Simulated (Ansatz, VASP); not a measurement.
# Cross-check of GaSb between VASP and Ansatz, part 2 of 3

Wanted: the spread between two codes on one cell, functional and k mesh. The cell is taken from a series of runs on this material, whose earlier steps may have relaxed, scaled, displaced or heated it; both programs get it as it stands.

VASP 6.6.1 and Ansatz 0.2.0.

So far: Starting point; Ansatz: zone-centre phonons, PBEsol.

### Step 3. VASP: zone-centre phonons, PBEsol

Level of this step: PBEsol; plane waves and PAW (Ga_d, Sb) (VASP).

The same cell, functional, mesh and smearing now go to VASP, with its own data sets.

Lines of VASP's logs that name or quote its potential files are left out, and so is its time.

Input file INCAR:

```
SYSTEM = GaSb
PREC = Accurate
ENCUT = 500
EDIFF = 1E-08
NELM = 120
ISMEAR = 0
SIGMA = 0.015
LREAL = .FALSE.
ALGO = Normal
GGA = PS
NBANDS = 15
LORBIT = 11
LWAVE = .FALSE.
LCHARG = .FALSE.
ISIF = 2
ISYM = 2
IBRION = 8
LASPH = .TRUE.
GGA_COMPAT = .FALSE.
EFERMI = MIDGAP
KPAR = 2
```

Input file POSCAR:

```
GaSb
1.0
   -0.0004467618      2.9931869370      2.9931869370
    2.9931869370     -0.0004467618      2.9931869370
    2.9931869370      2.9931869370     -0.0004467618
Ga Sb
1 1
Direct
    0.0000251196      0.0000251196      0.0000251196
    0.7499748804      0.7499748804      0.7499748804
```

Input file KPOINTS:

```
Points of the shifted mesh
1728
Reciprocal
 0.0416666667  0.0416666667  0.0416666667 1
 0.0416666667  0.0416666667  0.1250000000 1
 0.0416666667  0.0416666667  0.2083333333 1
 0.0416666667  0.0416666667  0.2916666667 1
 0.0416666667  0.0416666667  0.3750000000 1
 0.0416666667  0.0416666667  0.4583333333 1
 0.0416666667  0.0416666667  0.5416666667 1
 0.0416666667  0.0416666667  0.6250000000 1
 0.0416666667  0.0416666667  0.7083333333 1
 0.0416666667  0.0416666667  0.7916666667 1
 0.0416666667  0.0416666667  0.8750000000 1
 0.0416666667  0.0416666667  0.9583333333 1
 0.0416666667  0.1250000000  0.0416666667 1
 0.0416666667  0.1250000000  0.1250000000 1
 0.0416666667  0.1250000000  0.2083333333 1
 0.0416666667  0.1250000000  0.2916666667 1
 0.0416666667  0.1250000000  0.3750000000 1
 0.0416666667  0.1250000000  0.4583333333 1
 0.0416666667  0.1250000000  0.5416666667 1
 0.0416666667  0.1250000000  0.6250000000 1
 0.0416666667  0.1250000000  0.7083333333 1
 0.0416666667  0.1250000000  0.7916666667 1
 0.0416666667  0.1250000000  0.8750000000 1
 0.0416666667  0.1250000000  0.9583333333 1
 0.0416666667  0.2083333333  0.0416666667 1
 0.0416666667  0.2083333333  0.1250000000 1
 0.0416666667  0.2083333333  0.2083333333 1
 0.0416666667  0.2083333333  0.2916666667 1
 0.0416666667  0.2083333333  0.3750000000 1
 0.0416666667  0.2083333333  0.4583333333 1
 0.0416666667  0.2083333333  0.5416666667 1
 0.0416666667  0.2083333333  0.6250000000 1
 0.0416666667  0.2083333333  0.7083333333 1
 0.0416666667  0.2083333333  0.7916666667 1
 0.0416666667  0.2083333333  0.8750000000 1
 0.0416666667  0.2083333333  0.9583333333 1
 0.0416666667  0.2916666667  0.0416666667 1
 0.0416666667  0.2916666667  0.1250000000 1
 0.0416666667  0.2916666667  0.2083333333 1
 0.0416666667  0.2916666667  0.2916666667 1
 0.0416666667  0.2916666667  0.3750000000 1
 0.0416666667  0.2916666667  0.4583333333 1
 0.0416666667  0.2916666667  0.5416666667 1
 0.0416666667  0.2916666667  0.6250000000 1
 0.0416666667  0.2916666667  0.7083333333 1
 0.0416666667  0.2916666667  0.7916666667 1
 0.0416666667  0.2916666667  0.8750000000 1
 0.0416666667  0.2916666667  0.9583333333 1
 0.0416666667  0.3750000000  0.0416666667 1
 0.0416666667  0.3750000000  0.1250000000 1
 0.0416666667  0.3750000000  0.2083333333 1
 0.0416666667  0.3750000000  0.2916666667 1
 0.0416666667  0.3750000000  0.3750000000 1
 0.0416666667  0.3750000000  0.4583333333 1
 0.0416666667  0.3750000000  0.5416666667 1
 0.0416666667  0.3750000000  0.6250000000 1
 0.0416666667  0.3750000000  0.7083333333 1
 0.0416666667  0.3750000000  0.7916666667 1
 0.0416666667  0.3750000000  0.8750000000 1
 0.0416666667  0.3750000000  0.9583333333 1
 0.0416666667  0.4583333333  0.0416666667 1
 0.0416666667  0.4583333333  0.1250000000 1
 0.0416666667  0.4583333333  0.2083333333 1
 0.0416666667  0.4583333333  0.2916666667 1
 0.0416666667  0.4583333333  0.3750000000 1
 0.0416666667  0.4583333333  0.4583333333 1
 0.0416666667  0.4583333333  0.5416666667 1
 0.0416666667  0.4583333333  0.6250000000 1
 0.0416666667  0.4583333333  0.7083333333 1
 0.0416666667  0.4583333333  0.7916666667 1
 0.0416666667  0.4583333333  0.8750000000 1
 0.0416666667  0.4583333333  0.9583333333 1
 0.0416666667  0.5416666667  0.0416666667 1
 0.0416666667  0.5416666667  0.1250000000 1
 0.0416666667  0.5416666667  0.2083333333 1
 0.0416666667  0.5416666667  0.2916666667 1
 0.0416666667  0.5416666667  0.3750000000 1
 0.0416666667  0.5416666667  0.4583333333 1
 0.0416666667  0.5416666667  0.5416666667 1
 0.0416666667  0.5416666667  0.6250000000 1
 0.0416666667  0.5416666667  0.7083333333 1
 0.0416666667  0.5416666667  0.7916666667 1
 0.0416666667  0.5416666667  0.8750000000 1
 0.0416666667  0.5416666667  0.9583333333 1
 0.0416666667  0.6250000000  0.0416666667 1
 0.0416666667  0.6250000000  0.1250000000 1
 0.0416666667  0.6250000000  0.2083333333 1
 0.0416666667  0.6250000000  0.2916666667 1
 0.0416666667  0.6250000000  0.3750000000 1
 0.0416666667  0.6250000000  0.4583333333 1
 0.0416666667  0.6250000000  0.5416666667 1
 0.0416666667  0.6250000000  0.6250000000 1
 0.0416666667  0.6250000000  0.7083333333 1
 0.0416666667  0.6250000000  0.7916666667 1
 0.0416666667  0.6250000000  0.8750000000 1
 0.0416666667  0.6250000000  0.9583333333 1
 0.0416666667  0.7083333333  0.0416666667 1
 0.0416666667  0.7083333333  0.1250000000 1
 0.0416666667  0.7083333333  0.2083333333 1
 0.0416666667  0.7083333333  0.2916666667 1
 0.0416666667  0.7083333333  0.3750000000 1
 0.0416666667  0.7083333333  0.4583333333 1
 0.0416666667  0.7083333333  0.5416666667 1
 0.0416666667  0.7083333333  0.6250000000 1
 0.0416666667  0.7083333333  0.7083333333 1
 0.0416666667  0.7083333333  0.7916666667 1
 0.0416666667  0.7083333333  0.8750000000 1
 0.0416666667  0.7083333333  0.9583333333 1
 0.0416666667  0.7916666667  0.0416666667 1
 0.0416666667  0.7916666667  0.1250000000 1
 0.0416666667  0.7916666667  0.2083333333 1
 0.0416666667  0.7916666667  0.2916666667 1
[... 1390 lines left out ...]
 0.8750000000  0.4583333333  0.1250000000 1
 0.8750000000  0.4583333333  0.2083333333 1
 0.8750000000  0.4583333333  0.2916666667 1
 0.8750000000  0.4583333333  0.3750000000 1
 0.8750000000  0.4583333333  0.4583333333 1
 0.8750000000  0.4583333333  0.5416666667 1
 0.8750000000  0.4583333333  0.6250000000 1
 0.8750000000  0.4583333333  0.7083333333 1
 0.8750000000  0.4583333333  0.7916666667 1
 0.8750000000  0.4583333333  0.8750000000 1
 0.8750000000  0.4583333333  0.9583333333 1
 0.8750000000  0.5416666667  0.0416666667 1
 0.8750000000  0.5416666667  0.1250000000 1
 0.8750000000  0.5416666667  0.2083333333 1
 0.8750000000  0.5416666667  0.2916666667 1
 0.8750000000  0.5416666667  0.3750000000 1
 0.8750000000  0.5416666667  0.4583333333 1
 0.8750000000  0.5416666667  0.5416666667 1
 0.8750000000  0.5416666667  0.6250000000 1
 0.8750000000  0.5416666667  0.7083333333 1
 0.8750000000  0.5416666667  0.7916666667 1
 0.8750000000  0.5416666667  0.8750000000 1
 0.8750000000  0.5416666667  0.9583333333 1
 0.8750000000  0.6250000000  0.0416666667 1
 0.8750000000  0.6250000000  0.1250000000 1
 0.8750000000  0.6250000000  0.2083333333 1
 0.8750000000  0.6250000000  0.2916666667 1
 0.8750000000  0.6250000000  0.3750000000 1
 0.8750000000  0.6250000000  0.4583333333 1
 0.8750000000  0.6250000000  0.5416666667 1
 0.8750000000  0.6250000000  0.6250000000 1
 0.8750000000  0.6250000000  0.7083333333 1
 0.8750000000  0.6250000000  0.7916666667 1
 0.8750000000  0.6250000000  0.8750000000 1
 0.8750000000  0.6250000000  0.9583333333 1
 0.8750000000  0.7083333333  0.0416666667 1
 0.8750000000  0.7083333333  0.1250000000 1
 0.8750000000  0.7083333333  0.2083333333 1
 0.8750000000  0.7083333333  0.2916666667 1
 0.8750000000  0.7083333333  0.3750000000 1
 0.8750000000  0.7083333333  0.4583333333 1
 0.8750000000  0.7083333333  0.5416666667 1
 0.8750000000  0.7083333333  0.6250000000 1
 0.8750000000  0.7083333333  0.7083333333 1
 0.8750000000  0.7083333333  0.7916666667 1
 0.8750000000  0.7083333333  0.8750000000 1
 0.8750000000  0.7083333333  0.9583333333 1
 0.8750000000  0.7916666667  0.0416666667 1
 0.8750000000  0.7916666667  0.1250000000 1
 0.8750000000  0.7916666667  0.2083333333 1
 0.8750000000  0.7916666667  0.2916666667 1
 0.8750000000  0.7916666667  0.3750000000 1
 0.8750000000  0.7916666667  0.4583333333 1
 0.8750000000  0.7916666667  0.5416666667 1
 0.8750000000  0.7916666667  0.6250000000 1
 0.8750000000  0.7916666667  0.7083333333 1
 0.8750000000  0.7916666667  0.7916666667 1
 0.8750000000  0.7916666667  0.8750000000 1
 0.8750000000  0.7916666667  0.9583333333 1
 0.8750000000  0.8750000000  0.0416666667 1
 0.8750000000  0.8750000000  0.1250000000 1
 0.8750000000  0.8750000000  0.2083333333 1
 0.8750000000  0.8750000000  0.2916666667 1
 0.8750000000  0.8750000000  0.3750000000 1
 0.8750000000  0.8750000000  0.4583333333 1
 0.8750000000  0.8750000000  0.5416666667 1
 0.8750000000  0.8750000000  0.6250000000 1
 0.8750000000  0.8750000000  0.7083333333 1
 0.8750000000  0.8750000000  0.7916666667 1
 0.8750000000  0.8750000000  0.8750000000 1
 0.8750000000  0.8750000000  0.9583333333 1
 0.8750000000  0.9583333333  0.0416666667 1
 0.8750000000  0.9583333333  0.1250000000 1
 0.8750000000  0.9583333333  0.2083333333 1
 0.8750000000  0.9583333333  0.2916666667 1
 0.8750000000  0.9583333333  0.3750000000 1
 0.8750000000  0.9583333333  0.4583333333 1
 0.8750000000  0.9583333333  0.5416666667 1
 0.8750000000  0.9583333333  0.6250000000 1
 0.8750000000  0.9583333333  0.7083333333 1
 0.8750000000  0.9583333333  0.7916666667 1
 0.8750000000  0.9583333333  0.8750000000 1
 0.8750000000  0.9583333333  0.9583333333 1
 0.9583333333  0.0416666667  0.0416666667 1
 0.9583333333  0.0416666667  0.1250000000 1
 0.9583333333  0.0416666667  0.2083333333 1
 0.9583333333  0.0416666667  0.2916666667 1
 0.9583333333  0.0416666667  0.3750000000 1
 0.9583333333  0.0416666667  0.4583333333 1
 0.9583333333  0.0416666667  0.5416666667 1
 0.9583333333  0.0416666667  0.6250000000 1
 0.9583333333  0.0416666667  0.7083333333 1
 0.9583333333  0.0416666667  0.7916666667 1
 0.9583333333  0.0416666667  0.8750000000 1
 0.9583333333  0.0416666667  0.9583333333 1
 0.9583333333  0.1250000000  0.0416666667 1
 0.9583333333  0.1250000000  0.1250000000 1
 0.9583333333  0.1250000000  0.2083333333 1
 0.9583333333  0.1250000000  0.2916666667 1
 0.9583333333  0.1250000000  0.3750000000 1
 0.9583333333  0.1250000000  0.4583333333 1
 0.9583333333  0.1250000000  0.5416666667 1
 0.9583333333  0.1250000000  0.6250000000 1
 0.9583333333  0.1250000000  0.7083333333 1
 0.9583333333  0.1250000000  0.7916666667 1
 0.9583333333  0.1250000000  0.8750000000 1
 0.9583333333  0.1250000000  0.9583333333 1
 0.9583333333  0.2083333333  0.0416666667 1
 0.9583333333  0.2083333333  0.1250000000 1
 0.9583333333  0.2083333333  0.2083333333 1
 0.9583333333  0.2083333333  0.2916666667 1
 0.9583333333  0.2083333333  0.3750000000 1
 0.9583333333  0.2083333333  0.4583333333 1
 0.9583333333  0.2083333333  0.5416666667 1
 0.9583333333  0.2083333333  0.6250000000 1
 0.9583333333  0.2083333333  0.7083333333 1
 0.9583333333  0.2083333333  0.7916666667 1
 0.9583333333  0.2083333333  0.8750000000 1
 0.9583333333  0.2083333333  0.9583333333 1
 0.9583333333  0.2916666667  0.0416666667 1
 0.9583333333  0.2916666667  0.1250000000 1
 0.9583333333  0.2916666667  0.2083333333 1
 0.9583333333  0.2916666667  0.2916666667 1
 0.9583333333  0.2916666667  0.3750000000 1
 0.9583333333  0.2916666667  0.4583333333 1
 0.9583333333  0.2916666667  0.5416666667 1
 0.9583333333  0.2916666667  0.6250000000 1
 0.9583333333  0.2916666667  0.7083333333 1
 0.9583333333  0.2916666667  0.7916666667 1
 0.9583333333  0.2916666667  0.8750000000 1
 0.9583333333  0.2916666667  0.9583333333 1
 0.9583333333  0.3750000000  0.0416666667 1
 0.9583333333  0.3750000000  0.1250000000 1
 0.9583333333  0.3750000000  0.2083333333 1
 0.9583333333  0.3750000000  0.2916666667 1
 0.9583333333  0.3750000000  0.3750000000 1
 0.9583333333  0.3750000000  0.4583333333 1
 0.9583333333  0.3750000000  0.5416666667 1
 0.9583333333  0.3750000000  0.6250000000 1
 0.9583333333  0.3750000000  0.7083333333 1
 0.9583333333  0.3750000000  0.7916666667 1
 0.9583333333  0.3750000000  0.8750000000 1
 0.9583333333  0.3750000000  0.9583333333 1
 0.9583333333  0.4583333333  0.0416666667 1
 0.9583333333  0.4583333333  0.1250000000 1
 0.9583333333  0.4583333333  0.2083333333 1
 0.9583333333  0.4583333333  0.2916666667 1
 0.9583333333  0.4583333333  0.3750000000 1
 0.9583333333  0.4583333333  0.4583333333 1
 0.9583333333  0.4583333333  0.5416666667 1
 0.9583333333  0.4583333333  0.6250000000 1
 0.9583333333  0.4583333333  0.7083333333 1
 0.9583333333  0.4583333333  0.7916666667 1
 0.9583333333  0.4583333333  0.8750000000 1
 0.9583333333  0.4583333333  0.9583333333 1
 0.9583333333  0.5416666667  0.0416666667 1
 0.9583333333  0.5416666667  0.1250000000 1
 0.9583333333  0.5416666667  0.2083333333 1
 0.9583333333  0.5416666667  0.2916666667 1
 0.9583333333  0.5416666667  0.3750000000 1
 0.9583333333  0.5416666667  0.4583333333 1
 0.9583333333  0.5416666667  0.5416666667 1
 0.9583333333  0.5416666667  0.6250000000 1
 0.9583333333  0.5416666667  0.7083333333 1
 0.9583333333  0.5416666667  0.7916666667 1
 0.9583333333  0.5416666667  0.8750000000 1
 0.9583333333  0.5416666667  0.9583333333 1
 0.9583333333  0.6250000000  0.0416666667 1
 0.9583333333  0.6250000000  0.1250000000 1
 0.9583333333  0.6250000000  0.2083333333 1
 0.9583333333  0.6250000000  0.2916666667 1
 0.9583333333  0.6250000000  0.3750000000 1
 0.9583333333  0.6250000000  0.4583333333 1
 0.9583333333  0.6250000000  0.5416666667 1
 0.9583333333  0.6250000000  0.6250000000 1
 0.9583333333  0.6250000000  0.7083333333 1
 0.9583333333  0.6250000000  0.7916666667 1
 0.9583333333  0.6250000000  0.8750000000 1
 0.9583333333  0.6250000000  0.9583333333 1
 0.9583333333  0.7083333333  0.0416666667 1
 0.9583333333  0.7083333333  0.1250000000 1
 0.9583333333  0.7083333333  0.2083333333 1
 0.9583333333  0.7083333333  0.2916666667 1
 0.9583333333  0.7083333333  0.3750000000 1
 0.9583333333  0.7083333333  0.4583333333 1
 0.9583333333  0.7083333333  0.5416666667 1
 0.9583333333  0.7083333333  0.6250000000 1
 0.9583333333  0.7083333333  0.7083333333 1
 0.9583333333  0.7083333333  0.7916666667 1
 0.9583333333  0.7083333333  0.8750000000 1
 0.9583333333  0.7083333333  0.9583333333 1
 0.9583333333  0.7916666667  0.0416666667 1
 0.9583333333  0.7916666667  0.1250000000 1
 0.9583333333  0.7916666667  0.2083333333 1
 0.9583333333  0.7916666667  0.2916666667 1
 0.9583333333  0.7916666667  0.3750000000 1
 0.9583333333  0.7916666667  0.4583333333 1
 0.9583333333  0.7916666667  0.5416666667 1
 0.9583333333  0.7916666667  0.6250000000 1
 0.9583333333  0.7916666667  0.7083333333 1
 0.9583333333  0.7916666667  0.7916666667 1
 0.9583333333  0.7916666667  0.8750000000 1
 0.9583333333  0.7916666667  0.9583333333 1
 0.9583333333  0.8750000000  0.0416666667 1
 0.9583333333  0.8750000000  0.1250000000 1
 0.9583333333  0.8750000000  0.2083333333 1
 0.9583333333  0.8750000000  0.2916666667 1
 0.9583333333  0.8750000000  0.3750000000 1
 0.9583333333  0.8750000000  0.4583333333 1
 0.9583333333  0.8750000000  0.5416666667 1
 0.9583333333  0.8750000000  0.6250000000 1
 0.9583333333  0.8750000000  0.7083333333 1
 0.9583333333  0.8750000000  0.7916666667 1
 0.9583333333  0.8750000000  0.8750000000 1
 0.9583333333  0.8750000000  0.9583333333 1
 0.9583333333  0.9583333333  0.0416666667 1
 0.9583333333  0.9583333333  0.1250000000 1
 0.9583333333  0.9583333333  0.2083333333 1
 0.9583333333  0.9583333333  0.2916666667 1
 0.9583333333  0.9583333333  0.3750000000 1
 0.9583333333  0.9583333333  0.4583333333 1
 0.9583333333  0.9583333333  0.5416666667 1
 0.9583333333  0.9583333333  0.6250000000 1
 0.9583333333  0.9583333333  0.7083333333 1
 0.9583333333  0.9583333333  0.7916666667 1
 0.9583333333  0.9583333333  0.8750000000 1
 0.9583333333  0.9583333333  0.9583333333 1
```

Potentials, in the order of the species: Ga_d and Sb (PBE family, release 64).

Started as:

```sh
> mpirun -np 2 vasp_std
```

What it wrote:

```text
[banner, memory and clock lines left out]
running    2 mpi-ranks, on    1 nodes
 distrk:  each k-point on    1 cores,    2 groups
 distr:  one band on    1 cores,    1 groups

 POSCAR found type information on POSCAR GaSb
 POSCAR found :  2 types and       2 ions
|                                                                             |
|               ----> ADVICE to this user running VASP <----                  |
|                                                                             |
|     You enforced a specific xc type in the INCAR file but a different       |
|     [... a line on the potential file left out ...]
|     I HOPE YOU KNOW WHAT YOU ARE DOING!                                     |
|                                                                             |

 LDA part: xc-table for (Slater+PW92), standard interpolation
 POSCAR, INCAR and KPOINTS ok, starting setup
 FFT: planning ... GRIDC
 FFT: planning ... GRID_SOFT
 FFT: planning ... GRID
 WAVECAR not read
 entering main loop
       N       E                     dE             d eps       ncg     rms          rms(c)
DAV:   1     0.800240830023E+02    0.80024E+02   -0.85507E+03 52696   0.148E+03
DAV:   2    -0.213797831263E+01   -0.82162E+02   -0.79172E+02 60205   0.302E+02
DAV:   3    -0.812458318120E+01   -0.59866E+01   -0.59711E+01 61941   0.670E+01
DAV:   4    -0.822871757179E+01   -0.10413E+00   -0.10412E+00 64496   0.993E+00
DAV:   5    -0.823120015668E+01   -0.24826E-02   -0.24825E-02 66333   0.134E+00    0.340E+00
DAV:   6    -0.814672367605E+01    0.84476E-01   -0.89786E-02 68036   0.552E+00    0.201E+00
DAV:   7    -0.811600164009E+01    0.30722E-01   -0.52998E-02 63880   0.217E+00    0.378E-01
DAV:   8    -0.811612983827E+01   -0.12820E-03   -0.52269E-03 67276   0.936E-01    0.124E-01
DAV:   9    -0.811639338033E+01   -0.26354E-03   -0.46967E-04 59046   0.173E-01    0.450E-02
DAV:  10    -0.811638060479E+01    0.12776E-04   -0.20690E-05 68001   0.404E-02    0.127E-02
DAV:  11    -0.811638883890E+01   -0.82341E-05   -0.11700E-05 59792   0.243E-02    0.455E-03
DAV:  12    -0.811638887503E+01   -0.36130E-07   -0.37523E-07 68853   0.551E-03    0.124E-03
DAV:  13    -0.811638883087E+01    0.44159E-07   -0.48719E-08 60618   0.153E-03    0.612E-04
DAV:  14    -0.811638886436E+01   -0.33488E-07   -0.28010E-09 52114   0.743E-04    0.189E-04
DAV:  15    -0.811638888030E+01   -0.15950E-07   -0.84008E-10 36091   0.314E-04    0.758E-05
DAV:  16    -0.811638887735E+01    0.29504E-08   -0.14318E-10 31541   0.125E-04
   1 F= -.81163889E+01 E0= -.81163889E+01  d E =-.731412-143
 Linear response reoptimize wavefunctions to high precision
DAV:   1    -0.811638887565E+01    0.17008E-08   -0.55779E-11 35300   0.103E-04
DAV:   2    -0.811638887565E+01    0.45475E-11   -0.15498E-11 30078   0.390E-05
 Linear response DOF=           2
 Linear response progress:
  Degree of freedom:   1/  2
       N       E                     dE             d eps       ncg     rms          rms(c)
RMM:   1    -0.166209661432E+00   -0.16621E+00    0.79979E-02 64778   0.823E+00
RMM:   2    -0.164795763352E+00    0.14139E-02   -0.27702E-02 98680   0.138E+00    0.410E-02
RMM:   3    -0.164943091626E+00   -0.14733E-03   -0.35972E-03102813   0.429E-01    0.287E-02
RMM:   4    -0.164851195377E+00    0.91896E-04   -0.16422E-03110836   0.197E-01    0.134E-02
RMM:   5    -0.164846938192E+00    0.42572E-05   -0.86329E-05108262   0.513E-02    0.496E-03
RMM:   6    -0.164856712470E+00   -0.97743E-05   -0.98012E-06108161   0.203E-02    0.416E-04
RMM:   7    -0.164852120731E+00    0.45917E-05   -0.45863E-06106481   0.876E-03    0.527E-04
RMM:   8    -0.164853058016E+00   -0.93729E-06   -0.14756E-06104860   0.401E-03    0.181E-04
RMM:   9    -0.164854405921E+00   -0.13479E-05   -0.69346E-07107095   0.187E-03    0.722E-05
RMM:  10    -0.164855247726E+00   -0.84181E-06   -0.17798E-07108032   0.934E-04    0.284E-05
RMM:  11    -0.164855322532E+00   -0.74806E-07   -0.19194E-07108029   0.443E-04    0.566E-06
RMM:  12    -0.164855198637E+00    0.12390E-06   -0.38864E-08105679   0.220E-04    0.142E-05
RMM:  13    -0.164855311472E+00   -0.11283E-06   -0.60439E-08107564   0.115E-04    0.238E-06
RMM:  14    -0.164855304621E+00    0.68510E-08   -0.22363E-08107675   0.604E-05    0.315E-06
 first order change of Fermi-energy  -0.57910E+00
 force on displaced ion       1 direction 1 :  -9.380   0.000   0.000
 Linear response progress:
  Degree of freedom:   2/  2
       N       E                     dE             d eps       ncg     rms          rms(c)
RMM:   1    -0.286488521473E-01   -0.28649E-01   -0.78150E-05105302   0.144E+00
RMM:   2    -0.255673469943E-01    0.30815E-02   -0.39714E-03 94919   0.420E-01    0.692E-02
RMM:   3    -0.255203479191E-01    0.46999E-04   -0.23186E-04104109   0.111E-01    0.373E-02
RMM:   4    -0.255819854943E-01   -0.61638E-04   -0.43661E-05105288   0.469E-02    0.464E-03
RMM:   5    -0.255936998153E-01   -0.11714E-04   -0.62891E-06108878   0.164E-02    0.285E-03
RMM:   6    -0.255861163357E-01    0.75835E-05   -0.11309E-06105582   0.591E-03    0.871E-04
RMM:   7    -0.255851155327E-01    0.10008E-05   -0.10496E-07108434   0.175E-03    0.265E-04
RMM:   8    -0.255845692133E-01    0.54632E-06   -0.20941E-08104046   0.607E-04    0.867E-05
RMM:   9    -0.255844545051E-01    0.11471E-06   -0.33399E-09104574   0.226E-04    0.257E-05
RMM:  10    -0.255844291511E-01    0.25354E-07   -0.34818E-10103883   0.903E-05    0.243E-06
RMM:  11    -0.255844319821E-01   -0.28310E-08   -0.38870E-11108480   0.335E-05    0.383E-06
 first order change of Fermi-energy   0.57911E+00
 force on displaced ion       2 direction 1 :  -9.331   0.001   0.001
 Linear response finished
```

(Continued in part 3 of 3.)

[Lines on the potential files, build, host, timing and source positions are cut from VASP's logs without a mark.]

[Logs are printed without paths, hosts, clocks, repeated set-up lines and the standing remarks that a program may print on its own settings, such as how far it seeks lower states.]

[Hosts, paths, dates, database ids (printed as entryN), source tags and the programs' standing remarks are cut or masked in the printed files.]
